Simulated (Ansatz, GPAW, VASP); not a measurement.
Code comparison for SrAs2Ru2 (P1, 5 atoms in the cell)

Self-consistent single point, at a second geometry (atoms moved at random). First geometry:

```
Sr(AsRu)2
1.0
   -2.08740     2.08740     5.70048
    2.08740    -2.08740     5.70048
    2.08740     2.08740    -5.70048
Sr As Ru
1 2 2
Direct
  0.00000   0.00000   0.00000
  0.64322   0.64322   0.00000
  0.35678   0.35678   0.00000
  0.25000   0.75000   0.50000
  0.75000   0.25000   0.50000
```

Second geometry:
```
CELL_PARAMETERS angstrom
     -2.08740     2.08740     5.70048
      2.08740    -2.08740     5.70048
      2.08740     2.08740    -5.70048
ATOMIC_POSITIONS crystal
  Sr 0.01283 0.98857 0.99989
  As 0.64192 0.63509 0.98703
  As 0.34885 0.36807 0.01060
  Ru 0.24690 0.75622 0.50746
  Ru 0.74950 0.25205 0.49502
```

Shared settings, as Ansatz (a quantum-chemistry and plane-wave program) writes them: kpoints.mp_grid.grid = 6 6 6; scf.occupations.method = gaussian; scf.occupations.width = 0.05 eV. Potentials and cutoffs stand in the table.

| code | model | ΔF from the first geometry (meV/atom) | pressure (GPa) | largest force (eV/Å) | cutoff |
|---|---|---|---|---|---|
| Ansatz | LDA (PW92), PAW files made with PBE | 8.7 | -4.20 | 0.616 | default |
| GPAW | LDA (Perdew-Wang 92), GPAW PAW datasets LDA (gpaw-data 1.0.1) | 9.3 | -3.83 | 0.655 | 550 eV |
| VASP | LDA (PZ), VASP's LDA PAW potentials (set 64) | 9.6 | -3.81 | 0.671 | 300 eV |

Size of the force on each atom (eV/Å): Sizes of forces hide their directions.

| code | Sr1 | As2 | As3 | Ru4 | Ru5 |
|---|---|---|---|---|---|
| Ansatz | 0.150 | 0.436 | 0.616 | 0.209 | 0.448 |
| GPAW | 0.155 | 0.457 | 0.655 | 0.208 | 0.451 |
| VASP | 0.155 | 0.469 | 0.671 | 0.210 | 0.453 |

On Ansatz's run: spin polarisation is off.

The spread over the programs that give each value: ΔF from the first geometry within 0.9 meV/atom; pressure within 0.39 GPa; largest force within 0.055 eV/Å.

Ansatz's pressure is given at a fixed set of plane waves, as the other plane-wave codes print theirs; with its correction for the finite basis it is -4.10 GPa. The same LDA comes in different parametrisations, which differ slightly.

VASP's run is marked for a possible Pulay error in its stress at this cutoff; no cutoff test was made.

The starting cell comes from a database of computed structures (which also holds hypothetical and non-ambient phases and stackings), without a prior relaxation at this level. For this run, on top of that: atoms moved at random.

Left out of this page: Quantum ESPRESSO, CP2K and SIESTA (not drawn, or without a comparable value); FLEUR (with a known weakness of the program).

Keys are those of Ansatz 0.2.
